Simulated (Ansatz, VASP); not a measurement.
# P: VASP beside Ansatz

Wanted: the spread between two codes on one cell, functional and k mesh. The cell is taken from a series of runs on this material, whose earlier steps may have relaxed, scaled, displaced or heated it; both programs get it as it stands.

Calculated with Ansatz 0.2.0; plane waves, with VASP 6.6.1 beside it; relaxation of cell and atoms at PBEsol with D3(BJ).

### 1. Starting point

The structure is hexagonal, space group P6_3/mmc (No. 194). Conventional cell: a = 3.280 Å, b = 3.280 Å, c = 9.480 Å, α = 90.00°, β = 90.00°, γ = 120.00°. P has 3 P at 2.26 Å nearest.

### 2. VASP: relaxation of cell and atoms, PBEsol with D3(BJ)

The relaxed volume is the usual yardstick between codes: in a stiff, nearly cubic crystal its relative difference is about their pressure difference at one cell divided by the bulk modulus.

Lines of VASP's logs that name or quote its potential files are left out, and so is its time.

File INCAR:

```
SYSTEM = P
PREC = Accurate
ENCUT = 500
EDIFF = 1E-07
NELM = 120
ISMEAR = -1
SIGMA = 0.02
LREAL = .FALSE.
ALGO = Normal
GGA = PS
IVDW = 12
NBANDS = 16
LORBIT = 11
LWAVE = .FALSE.
LCHARG = .FALSE.
ISIF = 3
IBRION = 2
NSW = 80
EDIFFG = -0.005
LASPH = .TRUE.
GGA_COMPAT = .FALSE.
NELMIN = 4
EFERMI = MIDGAP
KPAR = 2
```

File POSCAR:

```
P
1.0
    3.2800000000      0.0000000000      0.0000000000
   -1.6400000000      2.8405630000      0.0000000000
    0.0000000000      0.0000000000      9.4800000000
P
4
Direct
    0.3333333920      0.6666667840      0.3154008439
    0.6666666080      0.3333332160      0.1845991561
    0.6666666080      0.3333332160      0.8154008439
    0.3333333920      0.6666667840      0.6845991561
```

File KPOINTS:

```
Automatic mesh
0
Gamma
9 9 2
0 0 0
```

Potentials, in the order of the species: P (PBE family, release 64).

On the command line:

```console
$ mpirun -np 2 vasp_std
```

Numbers of over 12 decimals in the logs are rounded to 6 here.

The program printed:

```text
[banner, memory and clock lines left out]
running    2 mpi-ranks, on    1 nodes
 distrk:  each k-point on    1 cores,    2 groups
 distr:  one band on    1 cores,    1 groups

 POSCAR found type information on POSCAR P
 POSCAR found :  1 types and       4 ions
|                                                                             |
|               ----> ADVICE to this user running VASP <----                  |
|                                                                             |
|     You enforced a specific xc type in the INCAR file but a different       |
|     [... a line on the potential file left out ...]
|     I HOPE YOU KNOW WHAT YOU ARE DOING!                                     |
|                                                                             |

 LDA part: xc-table for (Slater+PW92), standard interpolation
 POSCAR, INCAR and KPOINTS ok, starting setup
 FFT: planning ... GRIDC
 FFT: planning ... GRID_SOFT
 FFT: planning ... GRID
 WAVECAR not read
 entering main loop
       N       E                     dE             d eps       ncg     rms          rms(c)
DAV:   1     0.681136134989E+02    0.68114E+02   -0.81949E+03   768   0.102E+03
DAV:   2    -0.185182519862E+02   -0.86632E+02   -0.83507E+02  1048   0.165E+02
DAV:   3    -0.228319803765E+02   -0.43137E+01   -0.42860E+01  1056   0.406E+01
DAV:   4    -0.228820710741E+02   -0.50091E-01   -0.50068E-01   984   0.514E+00
DAV:   5    -0.228832756537E+02   -0.12046E-02   -0.12045E-02  1024   0.739E-01    0.974E+00
DAV:   6    -0.227230613419E+02    0.16021E+00   -0.85702E-02   920   0.155E+00    0.570E+00
DAV:   7    -0.226558116071E+02    0.67250E-01   -0.15556E-01   976   0.209E+00    0.289E-01
DAV:   8    -0.226563660294E+02   -0.55442E-03   -0.13886E-02   944   0.711E-01    0.165E-01
DAV:   9    -0.226564146096E+02   -0.48580E-04   -0.28824E-04  1040   0.111E-01    0.103E-01
DAV:  10    -0.226564531975E+02   -0.38588E-04   -0.28139E-04   976   0.901E-02    0.389E-02
DAV:  11    -0.226564507830E+02    0.24144E-05   -0.22327E-05  1000   0.307E-02    0.167E-02
DAV:  12    -0.226564520469E+02   -0.12639E-05   -0.14864E-06   968   0.714E-03    0.107E-02
DAV:  13    -0.226564540375E+02   -0.19906E-05   -0.38009E-06   856   0.106E-02    0.522E-03
DAV:  14    -0.226564541775E+02   -0.13999E-06   -0.90529E-08   848   0.188E-03    0.235E-03
DAV:  15    -0.226564541880E+02   -0.10481E-07   -0.21281E-08   520   0.983E-04
   1 F= -.23660287E+02 E0= -.23659293E+02  d E =-.236603E+02
[... from here on, the cycles between the ionic steps are left out ...]
   2 F= -.23696933E+02 E0= -.23696871E+02  d E =-.366467E-01
   3 F= -.23705712E+02 E0= -.23705595E+02  d E =-.454257E-01
   7 F= -.23729917E+02 E0= -.23729917E+02  d E =-.985873E-02
   8 F= -.23732435E+02 E0= -.23732435E+02  d E =-.251788E-02
   9 F= -.23732492E+02 E0= -.23732492E+02  d E =-.257515E-02
  10 F= -.23733107E+02 E0= -.23733107E+02  d E =-.615018E-03
  11 F= -.23733278E+02 E0= -.23733278E+02  d E =-.786173E-03
  12 F= -.23733280E+02 E0= -.23733280E+02  d E =-.787785E-03
  13 F= -.23733297E+02 E0= -.23733297E+02  d E =-.166647E-04
  14 F= -.23733297E+02 E0= -.23733297E+02  d E =-.167247E-04
  15 F= -.23733311E+02 E0= -.23733311E+02  d E =-.139096E-04
  16 F= -.23733317E+02 E0= -.23733317E+02  d E =-.201028E-04
 curvature:  -1.16 expect dE=-0.170E-04 dE for cont linesearch -0.407E-08
 trial: gam= 0.43631 g(F)=  0.177E-06 g(S)=  0.145E-04 ort = 0.408E-06 (trialstep = 0.782E+00)
 search vector abs. value=  0.240E-04
 bond charge predicted
       N       E                     dE             d eps       ncg     rms          rms(c)
DAV:   1    -0.227416274907E+02   -0.11588E-03   -0.74484E-04   768   0.123E-01    0.162E-02
DAV:   2    -0.227416221738E+02    0.53169E-05   -0.32946E-05   904   0.371E-02    0.612E-03
DAV:   3    -0.227416193212E+02    0.28525E-05   -0.56735E-06   944   0.119E-02    0.333E-03
DAV:   4    -0.227416188367E+02    0.48457E-06   -0.23371E-06  1008   0.733E-03    0.157E-03
DAV:   5    -0.227416188061E+02    0.30565E-07   -0.12905E-07   496   0.225E-03
  17 F= -.23733325E+02 E0= -.23733325E+02  d E =-.828783E-05
 trial-energy change:   -0.000008  1 .order   -0.000009   -0.000012   -0.000005
 step:   1.4793(harm=  1.4793)  dis= 0.00043  next Energy=   -23.733328 (dE=-0.110E-04)
 reached required accuracy - stopping structural energy minimisation
```

Parts of OUTCAR (step 2):

```text
ion  position               nearest neighbor table
   1  0.333  0.667  0.315-   2 2.26   2 2.26   2 2.26
   2  0.667  0.333  0.185-   1 2.26   1 2.26   1 2.26
   3  0.667  0.333  0.815-   4 2.26   4 2.26   4 2.26
   4  0.333  0.667  0.685-   3 2.26   3 2.26   3 2.26

  LATTYP: Found a hexagonal cell.
 ALAT       =     3.2800000000
 C/A-ratio  =     2.8902439024

 Subroutine GETGRP returns: Found 24 space group operations
 (whereof 12 operations were pure point group operations)

The static configuration has the point symmetry D_3h.
 The point group associated with its full space group is D_6h.

 Found     24 irreducible k-points:

   k-points           NKPTS =     24   k-points in BZ     NKDIM =     24   number of bands    NBANDS=     16

   dimension x,y,z NGX =    24 NGY =   24 NGZ =   70
   dimension x,y,z NGXF=    48 NGYF=   48 NGZF=  140

   ENCUT  =  500.0 eV  36.75 Ry    6.06 a.u.   5.98  5.98 17.28*2*pi/ulx,y,z

   NELECT =      20.0000    total number of electrons

 k-points in reciprocal lattice and weights: Automatic mesh
   0.00000000  0.00000000  0.00000000       0.006
   0.11111111  0.00000000  0.00000000       0.037
   0.22222222  0.00000000  0.00000000       0.037
   0.33333333  0.00000000  0.00000000       0.037
   0.44444444  0.00000000  0.00000000       0.037
   0.11111111  0.11111111  0.00000000       0.037
   0.22222222  0.11111111  0.00000000       0.074
   0.33333333  0.11111111  0.00000000       0.074
   0.44444444  0.11111111  0.00000000       0.037
[...]
0.33333333  0.22222222  0.50000000       0.074
   0.33333333  0.33333333  0.50000000       0.012

 Edisp (eV)   -0.99181

 average (electrostatic) potential at core
       1 -84.3460       2 -84.3460       3 -84.3460       4 -84.3460

 E-fermi :   4.7644

 k-point     1 :       0.0000    0.0000    0.0000
  band No.  band energies     occupation
    ...
      6       3.6450      2.00000
      7       3.6450      2.00000
      8       3.6762      2.00000
      9       3.6762      2.00000
     10       4.2598      2.00000
     11       7.6394      0.00000
     12       7.6394      0.00000
     13       7.7258      0.00000
     14       7.7258      0.00000
     15       7.8737      0.00000
    ...

 k-point     2 :       0.1111    0.0000    0.0000
  band No.  band energies     occupation
    ...
      6       2.1436      2.00000
      7       2.2024      2.00000
      8       3.1864      2.00000
      9       3.2199      2.00000
     10       4.3381      2.00000
     11       7.0867      0.00000
     12       7.2330      0.00000
     13       8.1995      0.00000
     14       8.3113      0.00000
     15       9.1587      0.00000
    ...

 k-point     3 :       0.2222    0.0000    0.0000
  band No.  band energies     occupation
    ...
      6       0.0055      2.00000
      7       2.3706      2.00000
      8       2.3775      2.00000
      9       2.4067      2.00000
     10       4.4079      2.00000
     11       5.9666      0.00000
     12       6.3064      0.00000
     13       8.7105      0.00000
     14       8.9356      0.00000
     15       9.1615      0.00000
    ...

 Edisp (eV)   -0.99171

  Total      -0.00573    -0.00573     0.01993    -0.00000    -0.00000    -0.00000
  in kB      -0.10351    -0.10351     0.35987    -0.00000    -0.00000    -0.00000
  external pressure =        0.05 kB  Pullay stress =        0.00 kB

  energy-cutoff  :      500.00
  volume of cell :       88.72
      direct lattice vectors                 reciprocal lattice vectors
     3.209148785  0.000000000 -0.000000000     0.311609111  0.179907624 -0.000000000
    -1.604574392  2.779204069  0.000000000    -0.000000000  0.359815248 -0.000000000
     0.000000000  0.000000000  9.947122945     0.000000000 -0.000000000  0.100531581

 POSITION                                       TOTAL-FORCE (eV/Angst)
 -----------------------------------------------------------------------------------
      0.00000      1.85280      3.10966        -0.000000      0.000000      0.002310
      1.60457      0.92640      1.86390         0.000000     -0.000000     -0.002310
      1.60457      0.92640      8.08322         0.000000      0.000000      0.002310
      0.00000      1.85280      6.83746         0.000000     -0.000000     -0.002310
 -----------------------------------------------------------------------------------
    total drift:                                0.000000     -0.000142      0.000000

  FREE ENERGIE OF THE ION-ELECTRON SYSTEM (eV)
  ---------------------------------------------------
  free  energy   TOTEN  =       -23.7333250866 eV

  energy  without entropy=      -23.7333250831  energy(sigma->0) =      -23.73332508

 reached required accuracy - stopping structural energy minimisation

 total charge
# of ion       s       p       d       tot
------------------------------------------
    1        1.092   1.368   0.000   2.460
    2        1.092   1.368   0.000   2.460
    3        1.092   1.368   0.000   2.460
    4        1.092   1.368   0.000   2.460
--------------------------------------------------
tot          4.370   5.471   0.000   9.841

[... 3 further parts left out ...]
```

CONTCAR:

```
P
   1.00000000000000
     3.2091487847196407    0.0000000000000000   -0.0000000000000000
    -1.6045743923598204    2.7792040689468256    0.0000000000000000
     0.0000000000000000    0.0000000000000000    9.9471229447540956
  P
     4
Direct
     0.3333333920000001    0.6666667840000002    0.3126189946648642
     0.6666666079999999    0.3333332159999998    0.1873810053351357
     0.6666666079999999    0.3333332159999998    0.8126189946648644
     0.3333333920000001    0.6666667840000002    0.6873810053351356
```

The run keeps the 24 symmetry operations of its start, so it cannot find a distortion of lower symmetry.

### 3. Ansatz: relaxation of cell and atoms, PBEsol with D3(BJ)

Ansatz runs on its PAW soft_1 files.

The same cell, functional, mesh and smearing now go to Ansatz, which takes its cutoff from its data sets.

File input.yaml:

```yaml
crystal:
  lattice:
    - [3.28, 0.0, 0.0]
    - [-1.64, 2.8405633244, 0.0]
    - [0.0, 0.0, 9.479999996]
  atoms:
    - { symbol: P, position: [0.3333333333, 0.6666666667, 0.3154008438] }
    - { symbol: P, position: [0.6666666667, 0.3333333333, 0.1845991562] }
    - { symbol: P, position: [0.6666666667, 0.3333333333, 0.8154008438] }
    - { symbol: P, position: [0.3333333333, 0.6666666667, 0.6845991562] }
kpoints:
  mp_grid: { grid: [9, 9, 2] }
hamiltonian:
  xc: pbesol
  dispersion: d3bj
  pseudopotentials: { kind: paw, azcp: { folder: soft_1 }, xc_functional: pbe }
scf:
  occupations: { method: fermi_dirac, width: 0.02 }
relax:
  f_tol: 0.01
  max_steps: 100
  cell: {}
output:
  write_density: true
  write_potential: true
  elf: true
  volumetric_format: npy
```

On the command line:

```console
$ ansatz run input.yaml --threads 3 --pin off --max-ram 92160MiB --backend cuda --events-out ev --progress --plain --runs-dir out --devices 1 --max-vram 13GiB
```

The program printed:

```text
GPUs: using 1 of 1 available (devices: 1).
Engine: ansatz 0.2.0, x86_64-unknown-linux-gnu
Pseudopotentials: kind: paw
Pseudopotential: P, paw, valence charge 5, recommended cutoff 420 eV (normal), soft_1/P.paw.azcp
Functional definition: PBEsol
  exchange = pbesol_x
  correlation = pbesol_c
device memory: the entry about to start is reckoned to put 0.7 GiB on a device that reports 38.8 GiB free (of which the cap on the GPU budget leaves the run 13.0 GiB)
GPU FFT provider: cuFFT
GPU libraries: cuBLAS 13.8.2, cuFFT 12.4.0, cuSOLVER 12.3.4
Crystal: 4 atoms, lattice volume = 88.326 Å³
Basis set: ecut = 420 eV, 1783 PW (Γ), exchange–correlation on 48×48×128 points (8 copies of the dense FFT grid, shifted against one another)
Bands: 14, of which v1, the nominal top of the filled ones, is band 10 counted from 1 (9 counted from 0)
Symmetry: 24 space group operations
Space group: P63/mmc (ITA 194), of the structure as read, at distance tolerance 4.5e-5 Å
k-points: 24 of 162
Non-local potential: P, projectors of the file, l = 0: 2, l = 1: 2, l = 2: 1
PAW form: soft (Blöchl's): semilocal exchange-correlation on the pseudo side does not see the compensation charge
PAW frozen core: P, regenerated for the run's functional, and the local potential with it (the file was generated under x = pbe(κ = 0.804, μ = 0.219515), c = pbe(β = 0.066725))
PAW one-centre angular grid: P, 110 points (default); XC on 64 Gauss nodes
Initial density: superposition of atomic densities (chi_scale 0.1, normalization cell)
Initial wavefunctions: pseudopotential atomic-orbital guess
GPU buffer pool allocated for 36864 grid points (all kernels)
GPU transforms: local potential and band sums: pruned to the plane-wave sphere, on 24×24×64
Functional: x = pbesol(κ = 0.804, μ = 0.123457), c = pbesol(β = 0.046)
SCF iter   1: F=—  HF=-2960.987854 eV  |F-HF|=—  |Δ(HF+E_count)|=         —  Δρ=3.50e-2  dr2=8.00e-1  ethr=3.10e-3  ⟨swp⟩=8.4  Hψ=2830  notcnv=0
preconditioner: auto → none  [insulator: Δε(μ)=0.142 eV  Ē_g=8.798 eV  σ=0.020 eV  W_gap=0.94  n_scr=6 (ndim 8)  ℏωp=17.7 eV  f_vac=0.000  D(μ)=0.26/eV (n_scr^D=2)  ε∞_Penn≈5.0]
SCF iter   2: F=—  HF=-2960.780293 eV  |F-HF|=—  |Δ(HF+E_count)|=   2.08e-1  Δρ=1.57e-2  dr2=1.37e-1  ethr=3.10e-3  ⟨swp⟩=1.7  Hψ=569  notcnv=0
SCF iter   3: F=—  HF=-2960.742986 eV  |F-HF|=—  |Δ(HF+E_count)|=   3.73e-2  Δρ=1.11e-3  dr2=7.80e-4  ethr=6.87e-4  ⟨swp⟩=2.9  Hψ=614  notcnv=0
SCF iter   4: F=—  HF=-2960.742939 eV  |F-HF|=—  |Δ(HF+E_count)|=   4.73e-5  Δρ=2.57e-4  dr2=7.53e-5  ethr=3.90e-6  ⟨swp⟩=2.5  Hψ=715  notcnv=0
SCF iter   5: F=—  HF=-2960.742937 eV  |F-HF|=—  |Δ(HF+E_count)|=   2.48e-6  Δρ=4.21e-5  dr2=2.29e-6  ethr=3.76e-7  ⟨swp⟩=2.1  Hψ=546  notcnv=0
SCF iter   6: F=—  HF=-2960.742937 eV  |F-HF|=—  |Δ(HF+E_count)|=   1.24e-7  Δρ=1.51e-5  dr2=1.02e-7  ethr=5.00e-10  ⟨swp⟩=11.8  Hψ=3030  notcnv=0
SCF iter   7: F=-2960.742937 eV  HF=-2960.742937 eV  |F-HF|=2.09e-9  |Δ(HF+E_count)|=   5.98e-8  Δρ=2.43e-6  dr2=4.81e-9  ethr=5.00e-10  ⟨swp⟩=9.7  Hψ=2298  notcnv=0
SCF 1 converged in 7 iterations: F = -2960.742937 eV  dr2 = 4.81e-9
  greatest PAW one-centre occupation: 0.815 electrons in one spin orbital (limit 2), on the P atom at site 3 (counted from 0), in its partial waves of l = 0
relax step   1: F+E_penalty+E_count = -2960.74293669 eV  Δ(F+E_penalty+E_count) = +0.000e0 eV  max|allowed force component| = 2.068e-1 eV/Å  Δτ_max = 0.0000 Å  P = -2.317 GPa  Ω = 88.326 Å³  (7 SCF iters, dr2 threshold 1.00e-7 eV, accepted)
[...]
relax step   3: F+E_penalty+E_count = -2960.81327023 eV  Δ(F+E_penalty+E_count) = -1.908e-2 eV  max|allowed force component| = 3.164e-3 eV/Å  Δτ_max = 0.0246 Å  P = -0.104 GPa  Ω = 89.046 Å³  energy of the carried Pulay correction = -3.499e-5 eV  (6 SCF iters, dr2 threshold 4.00e-7 eV, accepted)
[...]
relax step   4: F+E_penalty+E_count = -2960.81336849 eV  Δ(F+E_penalty+E_count) = -9.827e-5 eV  max|allowed force component| = 1.522e-3 eV/Å  Δτ_max = 0.0012 Å  P = -0.007 GPa  Ω = 88.784 Å³  energy of the carried Pulay correction = -2.228e-5 eV  (6 SCF iters, accepted)
[...]
relax step   5: F+E_penalty+E_count = -2960.81360292 eV  Δ(F+E_penalty+E_count) = -2.344e-4 eV  max|allowed force component| = 1.521e-3 eV/Å  Δτ_max = 0.0000 Å  P = -0.001 GPa  Ω = 88.784 Å³  stress off target by 3.85e-3 GPa  SCF on the basis re-selected at this cell (its energy is not comparable with the rows above)  (6 SCF iters)
basis re-selected at this cell: Δ(F+E_penalty+E_count) = -2.344e-4 eV, ΔP = +0.007 GPa vs the last step (what re-selecting the basis moved, of the pressure what is left beyond the Pulay correction that the steps carried, after the strain that the cell walked since its last selection, with what the two solves' SCF thresholds leave and, on support functions, any second-order correction that the steps lacked; it is no measure of the basis error at this ecutwfc). The dense FFT grid was sized anew with the basis: this SCF ran on 24×24×72 points, the steps before it on 24×24×64, so part of this shift can come from that change (see relax.cell in the input reference). [rest of the remark cut]
SCF converged after 6 iterations
Free energy (F): -2960.813603 eV
Harris-Foulkes:  -2960.813603 eV  (|F-HF|=9.09e-13)
Internal energy: -2960.813603 eV  (E = F + TS)
E sigma→0 (E₀):  -2960.813603 eV
Fermi energy:    5.628006 eV
--- Per-component energies (eV) ---
  E_band       = -17.786255
  E_kinetic    = 273.634816
  E_local      = -433.024941  (includes V_loc(G=0)·N_el)
  E_nonlocal   = 131.445385
  E_hartree    = 141.895561
  E_xc         = -287.561398
  E_vxc        = -242.776701  (∫ρ·V_xc dr)
  E_paw        = -2172.857213  (= ΣΔE_a)
  E_vpaw       = -30.855951  (= ΣTr[D̂ρ^β])
  E_aug_tail   = -0.000001  (compensation charges beyond the density's cutoff)
  E_ewald      = -613.539053
  E_disp       = -0.991143  (pairwise vdW)
  E_core_change = 0.184385  (= ΣΔE_core)
  E_smearing   = -0.000000  (= −TS)
  E_closure    = 0.000000  (closes the sum)
  Σ components = -2960.813603   (vs F -2960.813603, Δ=0.00e0)
--- Forces (eV/Å), atoms counted from 1 ---
  atom   1  P      0.00000000    -0.00000000    -0.00152132
  atom   2  P      0.00000000     0.00000000     0.00152132
  atom   3  P     -0.00000000     0.00000000    -0.00152132
  atom   4  P      0.00000000    -0.00000000     0.00152132
  max |Σ_I F_I| component: 7.40e-17 eV/Å
--- Stress (GPa, compression-positive) ---
       -0.002950      -0.000000       0.000000
       -0.000000      -0.002950       0.000000
        0.000000       0.000000       0.003853
  P = ⅓ Tr σ = -0.0007 GPa (-0.007 kbar)
--- Band table (eV; the first three rows and the last of 24) ---
  k-point 0: bands = [... 6 lower, 4.5167, 4.5477, 4.5477, 5.1238, 8.4991, 8.4991, 8.5843, 8.5843]
  k-point 1: bands = [... 6 lower, 4.5321, 4.5321, 4.5321, 4.5321, 8.5415, 8.5415, 8.5415, 8.5415]
  k-point 2: bands = [... 6 lower, 3.0695, 4.0592, 4.0925, 5.2045, 7.9421, 8.0853, 9.0572, 9.1677]
  k-point 23: bands = [... 6 lower, 2.3211, 2.3211, 2.8782, 2.8782, 6.2987, 6.2987, 9.8076, 9.8076]
--- Relaxed structure (4 steps of the walk, 4 accepted, 1 SCFs on fresh bases) ---
  F+E_penalty+E_count = -2960.81360292 eV   max|allowed force component| = 1.521e-3 eV/Å   (the final SCF, on the basis selected at the relaxed cell)
  cell:  # Å, volume = 88.7839 Å³
    - [3.208635, 0.0, 0.0]
    - [-1.604318, 2.778760, 0.0]
    - [0.0, 0.0, 9.957794]
  atoms:
    - { symbol: P, position: [0.333333, 0.666667, 0.312769] }
    - { symbol: P, position: [0.666667, 0.333333, 0.187231] }
    - { symbol: P, position: [0.666667, 0.333333, 0.812769] }
    - { symbol: P, position: [0.333333, 0.666667, 0.687231] }
```

### 4. Differences

Known differences besides the potentials themselves: the cutoff is 420 eV in Ansatz and 500 eV in VASP; Ansatz makes its cores anew for this functional, VASP keeps those of its PBE data sets; Ansatz adds a Pulay correction to the stress that steers its cell, VASP none. Total energies have different zeros and are not compared.

The two programs side by side:

| quantity | Ansatz | VASP | difference |
| --- | --- | --- | --- |
| volume (Å³) | 88.78 | 88.72 | +0.08 % |
| edge a after relaxation, in the typed setting (Å) | 3.209 | 3.209 | -0.02 % |
| edge c after relaxation, in the typed setting (Å) | 9.958 | 9.947 | +0.11 % |

### 5. Results

```
difference in edge c after relaxation, in the typed setting (relaxation of cell and atoms, PBEsol with D3(BJ)) : 0.11 %
```

In words: The difference in edge c after relaxation, in the typed setting is 0.11 % (relaxation of cell and atoms, PBEsol with D3(BJ)), within the 1.2 % picked in this series as the mark of a large difference, as far as the stopping tolerances let one tell. Such differences can come from data sets, numerical settings and the points named under the comparisons, not from the functional's error against experiment.

[Lines on the potential files, build, host, timing and source positions are cut from VASP's logs without a mark.]

[Logs are printed without paths, hosts, clocks, repeated set-up lines and the standing remarks that a program may print on its own settings, such as how far it seeks lower states.]

[Hosts, paths, dates, database ids (printed as entryN), source tags and the programs' standing remarks are cut or masked in the printed files.]
